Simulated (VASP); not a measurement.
Here is the system:

```xyz
2
Lattice="0.0000 2.5388 2.5388 2.5388 0.0000 2.5388 2.5388 2.5388 0.0000" Properties=species:S:1:pos:R:3 pbc="T T T"
Sr     0.0000     0.0000     0.0000
O      2.5388     2.5388     2.5388
```

Method: LDA (Ceperley-Alder, Perdew-Zunger), VASP's LDA PAW potentials (set 64) (plane waves; VASP 6.6.1). Numerical set-up: 520 eV cut-off, 9×9×9 Γ-centred mesh, Gaussian smearing of 0.010 eV, potentials Sr_sv O.

Give the electronic dielectric tensor ε∞ (DFPT, local fields included).

```
3.90  0.00  0.00
0.00  3.90  0.00
0.00  0.00  3.90
```

Give the Born effective charges.

```json
[
 {"atom": "Sr1", "Z*xx": "2.48", "Z*yy": "2.48", "Z*zz": "2.48", "mean": "2.48"},
 {"atom": "O2", "Z*xx": "-2.48", "Z*yy": "-2.48", "Z*zz": "-2.48", "mean": "-2.48"}
]
```

And the static tensor with the ions free?

```
18.1  0.00  0.00
0.00  18.1  0.00
0.00  0.00  18.1
```

Which frequencies do the optical Γ-point modes have (no LO-TO splitting)?

219 (×3) cm⁻¹.

The compound is SrO in the rock salt structure. It was relaxed first.
